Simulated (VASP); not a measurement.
VASP runs on LaP (a trial cell in the PtS structure, space group P4_2/mmc) share one base input (PBE GGA, plane waves, VASP's PBE PAW potentials (set 64)) and change the settings named in each case.

**KPOINTS**
```
Automatic mesh
0
Gamma
5 5 3
0 0 0
```

INCAR:
```
! general
SYSTEM =LaP
PREC   =Accurate
ENCUT  =400
LREAL  =.FALSE.
LASPH  =.TRUE.

! electronic loop
EDIFF  =1E-6
NELM   =100
ALGO   =Normal
LMAXMIX=6

! smearing
ISMEAR =0
SIGMA  =0.05

! functional
GGA    =PE

! ions
ISIF   =2

! output
LWAVE  =.FALSE.
LCHARG =.FALSE.
```

**POSCAR**
```
LaP
1
    4.2739150000     0.0000000000     0.0000000000
    0.0000000000     4.2739150000     0.0000000000
    0.0000000000     0.0000000000     7.5255390000
La P
2 2
Direct
  0.0000000000   0.5000000000   0.0000000000
  0.5000000000   0.0000000000   0.5000000000
  0.0000000000   0.0000000000   0.2500000000
  0.0000000000   0.0000000000   0.7500000000
```

POTCAR, in this order: La P (PBE.64 set). Program: vasp_std.

```
change                                   E(σ→0) (eV/atom)  pressure (GPa)  −TS (eV)
---------------------------------------  ----------------  --------------  --------
base run                                          -5.8870            1.60   -0.0031
ENCUT = 520, POTCAR La_s P (PBE.64 set)           -5.8366               …         …
ENCUT = 800, POTCAR La P_h (PBE.64 set)           -5.8887            1.58   -0.0031
ENCUT = 520                                       -5.8875            1.59   -0.0031
ENCUT = 800                                       -5.8882            1.58   -0.0031
```

**Question.** Fill in the missing entries.

**Answer.** 
- ENCUT = 520, POTCAR La_s P (PBE.64 set), pressure (GPa): 1.94
- ENCUT = 520, POTCAR La_s P (PBE.64 set), −TS (eV): -0.0045

Energies of different potentials or functionals have different zeros.

Left out are runs that ran out of time, are held back, or changed the cell or the kind of run, fixed moments of cells without a moment, rows past the twelfth, gaps on odd meshes, pressures of charged cells and columns that move by less than the noise.

The structure was generated: LaP was put into the PtS type (P4_2/mmc), which need not be its known phase. The cell was not relaxed at this level.
